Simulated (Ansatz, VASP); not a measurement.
# KH6C3NO5 (KH6C3NO5 (P2_1/c)) in two plane-wave programs, part 3 of 3

Wanted: the spread between two codes on one cell, functional and k mesh. Of the first pair: The structure shown is the start of the Ansatz relaxation below; VASP solves that cell, so the two are compared at the walk's first step.

VASP 6.6.1 and Ansatz 0.2.0.

So far. Step 3 (VASP: single point, LDA, start cell, pair 1): The run ends at a pressure of -1.48 GPa, with forces up to 2.6 eV/Å.

### 6. VASP: single point, LDA, relaxed cell, pair 2

Level of this step: LDA; plane waves and PAW (K_sv, H, C, N, O) (VASP).

The same cell, functional (in two slightly different forms) and mesh now go to VASP, with its own data sets.

INCAR reads:

```
SYSTEM = KH6C3NO5
PREC = Accurate
ENCUT = 600
EDIFF = 1E-06
NELM = 120
ISMEAR = 0
SIGMA = 0.01
LREAL = Auto
ALGO = Normal
GGA = PW92
NBANDS = 168
LORBIT = 11
LWAVE = .FALSE.
LCHARG = .FALSE.
ISIF = 2
LASPH = .TRUE.
GGA_COMPAT = .FALSE.
EFERMI = MIDGAP
KPAR = 4
```

POSCAR reads:

```
KH6C3NO5
1.0
    7.3116290000     -0.0002240000     -0.0187590000
   -0.0003910000     12.5497370000     -0.0000530000
   -1.7924020000      0.0000280000      6.3424370000
K H C N O
4 24 12 4 20
Direct
    0.4915700000      0.6357100000      0.0966900000
    0.5081600000      0.1356800000      0.4033500000
    0.5081000000      0.3645600000      0.9033300000
    0.4915700000      0.8645900000      0.5966800000
    0.9673500000      0.7295100000      0.9417800000
    0.0322700000      0.2296200000      0.5585200000
    0.0324100000      0.2708300000      0.0580200000
    0.9673500000      0.7707200000      0.4417300000
    0.9667000000      0.8569100000      0.8229200000
    0.0330000000      0.3571200000      0.6770000000
    0.0330800000      0.1435000000      0.1771300000
    0.9666700000      0.6433000000      0.3229500000
    0.5569200000      0.8889200000      0.1177800000
    0.4426900000      0.3888800000      0.3821500000
    0.4429000000      0.1113100000      0.8823100000
    0.5569100000      0.6113600000      0.6177700000
    0.2268600000      0.9635800000      0.9392600000
    0.7727200000      0.4635800000      0.5607800000
    0.7730300000      0.0366800000      0.0607800000
    0.2268100000      0.5366800000      0.4392500000
    0.8902500000      0.4827200000      0.1481700000
    0.1094600000      0.9827100000      0.3518600000
    0.1094200000      0.5175800000      0.8518600000
    0.8903000000      0.0175700000      0.6481700000
    0.8163500000      0.5416000000      0.9269200000
    0.1833400000      0.0416000000      0.5731000000
    0.1833200000      0.4587000000      0.0731000000
    0.8164000000      0.9586900000      0.4269200000
    0.8505100000      0.8571300000      0.0806600000
    0.1491200000      0.3570700000      0.4191900000
    0.1492500000      0.1431300000      0.9193700000
    0.8505000000      0.6431300000      0.5806900000
    0.9941000000      0.8148800000      0.9765100000
    0.0055400000      0.3149600000      0.5235400000
    0.0056500000      0.1854500000      0.0234600000
    0.9941100000      0.6853600000      0.4765100000
    0.1951600000      0.8276400000      0.1072900000
    0.8045000000      0.3276800000      0.3927300000
    0.8045800000      0.1726500000      0.8927400000
    0.1951600000      0.6726200000      0.6072800000
    0.2866400000      0.9118300000      0.0622900000
    0.7129500000      0.4118400000      0.4377200000
    0.7131700000      0.0884300000      0.9377600000
    0.2866300000      0.5884300000      0.5622800000
    0.6832600000      0.8228900000      0.0190100000
    0.3163600000      0.3228400000      0.4809100000
    0.3165100000      0.1773500000      0.9810700000
    0.6832700000      0.6773900000      0.5190500000
    0.9006400000      0.9299400000      0.2180100000
    0.0990600000      0.4299400000      0.2819700000
    0.0991000000      0.0703300000      0.7820100000
    0.9006100000      0.5703200000      0.7180400000
    0.2688600000      0.7643400000      0.2505400000
    0.7308500000      0.2643800000      0.2494500000
    0.7307900000      0.2359400000      0.7495100000
    0.2688700000      0.7359200000      0.7505400000
    0.4661900000      0.9339800000      0.1808900000
    0.5334200000      0.4339700000      0.3190900000
    0.5336200000      0.0662500000      0.8192200000
    0.4661800000      0.5662700000      0.6808500000
    0.7792700000      0.5214100000      0.0560800000
    0.2204300000      0.0214100000      0.4439400000
    0.2204000000      0.4788800000      0.9439300000
    0.7793300000      0.9788700000      0.5560900000
```

KPOINTS reads:

```
Automatic mesh
0
Gamma
2 1 2
0 0 0
```

The projector-augmented-wave data sets are K_sv, H, C, N and O (LDA family, release 64).

Launch:

```console
$ mpirun -np 8 vasp_std
```

Numbers of over 12 decimals in the logs are rounded to 6 here.

The program printed:

```text
[banner, memory and clock lines left out]
running    8 mpi-ranks, on    1 nodes
[...]
[... a notice as in an earlier step ...]

 [... a notice as in an earlier step ...]

 LDA part: xc-table for (Slater(with rela. corr.)+PW92), standard interpolation
 POSCAR, INCAR and KPOINTS ok, starting setup
[...]
entering main loop
       N       E                     dE             d eps       ncg     rms          rms(c)
DAV:   1     0.178715618674E+04    0.17872E+04   -0.13795E+05  1344   0.155E+03
DAV:   2    -0.264234379598E+03   -0.20514E+04   -0.19603E+04  1624   0.377E+02
DAV:   3    -0.440489716151E+03   -0.17626E+03   -0.17407E+03  1696   0.111E+02
DAV:   4    -0.448209033119E+03   -0.77193E+01   -0.76938E+01  1904   0.224E+01
[...]
DAV:  14    -0.414677203885E+03    0.54572E-05   -0.19903E-04  1768   0.468E-02    0.188E-02
DAV:  15    -0.414677203786E+03    0.98455E-07   -0.42665E-05  1784   0.216E-02    0.888E-03
DAV:  16    -0.414677203787E+03   -0.10477E-08   -0.75126E-06  1632   0.785E-03
   1 F= -.41467720E+03 E0= -.41467720E+03  d E =0.000000E+00
```

Parts of OUTCAR (step 6):

```text
  Total        2.1259137      1.3914852      2.0801681      0.0023161     -0.0033197      1.6107878
  in kB        5.8568793      3.8335332      5.7308507      0.0063810     -0.0091456      4.4377108
  external PRESSURE =       5.1404211 kB  Pullay stress =       0.0000000 kB

 POSITION                                       TOTAL-FORCE (eV/Angst)
 -----------------------------------------------------------------------------------
      3.42062      7.97789      0.60400         0.004012     -0.007331      0.006299
      2.99246      1.70265      2.54868        -0.003534     -0.006533     -0.006601
      2.09577      4.57504      5.71976        -0.004286      0.007543     -0.007235
      2.52435     10.85028      3.77514         0.004076      0.006600      0.006922
      5.38457      9.15497      5.95500        -0.001876     -0.023364     -0.003310
     -0.76524      2.88168      3.54176         0.000882     -0.026624      0.003960
      0.13287      3.39884      0.36737         0.001686      0.024522      0.003323
      6.28085      9.67213      2.78346        -0.001617      0.024498     -0.003701
      5.59281     10.75380      5.20114        -0.001228      0.014755     -0.027769
     -0.97231      4.48177      4.29319         0.002227      0.015121      0.027229
     -0.07568      1.80088      1.12281         0.000577     -0.015673      0.028435
      6.48882      8.07304      2.03012        -0.000427     -0.014818     -0.028327
      3.86054     11.15559      0.73652         0.077288     -0.044304     -0.021983
      2.55167      4.88025      2.41544        -0.078274     -0.044702      0.022448
[...]
-----------------------------------------------------------------------------------
    total drift:                                0.000571      0.005665      0.000420

  FREE ENERGIE OF THE ION-ELECTRON SYSTEM (eV)
  ---------------------------------------------------
  free  energy   TOTEN  =      -414.6772037874 eV

  energy  without entropy=     -414.6772037874  energy(sigma->0) =     -414.67720379

[... 1 part as in an earlier step ...]

[... 2 further parts left out ...]
[key lines of the parts left out:]
E-fermi :   1.7505
```

The run ends at a pressure of 0.51 GPa, with forces up to 0.44 eV/Å.

### 7. Differences

What differs besides the data sets and the points named for the pairs above, as far as they apply: the cutoff is 420 eV in Ansatz and 600 eV in VASP (PREC = Accurate, projectors in real space). Total energies have different zeros and are not compared.

Compared:

| quantity | Ansatz | VASP | difference |
| --- | --- | --- | --- |
| pressure (GPa) | 0.01 | 0.51 | -0.51 |
| gap on the k mesh (eV) | 4.116 | 4.101 | +0.014 |

Forces on 7 of the 64 atoms, those with the largest forces and the largest differences (eV/Å; atoms numbered as in POSCAR):

```csv
atom,"Ansatz x, y, z","VASP x, y, z"
C37,"-0.001, 0.002, -0.005","-0.117, 0.238, -0.301"
C39,"-0.001, -0.002, 0.003","0.115, -0.241, 0.301"
C40,"0.001, -0.002, -0.003","-0.114, -0.240, -0.298"
O53,"0.000, -0.004, 0.004","0.082, -0.287, 0.323"
O54,"0.001, -0.003, -0.003","-0.081, -0.288, -0.323"
O55,"0.001, 0.003, -0.003","-0.083, 0.289, -0.324"
O56,"0.000, 0.003, 0.002","0.082, 0.287, 0.321"
```

The forces differ by 138 meV/Å r.m.s., where the r.m.s. force is 0.005 eV/Å in Ansatz and 0.140 eV/Å in VASP: the atoms lie near their places of rest in Ansatz, so a percentage would say little (all taken over all components). A gap on the mesh is an upper bound, since the band edges may lie between its points.

### 8. Outcome

```json
{"r.m.s. force difference (single point, LDA, start cell, pair 1)": "22 % of the r.m.s. force", "r.m.s. force difference (single point, LDA, relaxed cell, pair 2)": "138 meV/Å", "difference in pressure (single point, LDA, relaxed cell, pair 2)": "-0.51 GPa"}
```

The r.m.s. force difference is 138 meV/Å (single point, LDA, relaxed cell, pair 2), beyond the 12 meV/Å picked in this series as the mark of a large difference. What causes the difference of the single point, LDA, start cell, pair 1 pair stays open here. What causes the difference of the single point, LDA, relaxed cell, pair 2 pair stays open here. How closely two codes agree says nothing of how well the functional describes the real material.

[Lines on the potential files, build, host, timing and source positions are cut from VASP's logs without a mark.]

[Logs are printed without paths, hosts, clocks, repeated set-up lines and the standing remarks that a program may print on its own settings, such as how far it seeks lower states.]

[Hosts, paths, dates, database ids (printed as entryN), source tags and the programs' standing remarks are cut or masked in the printed files.]
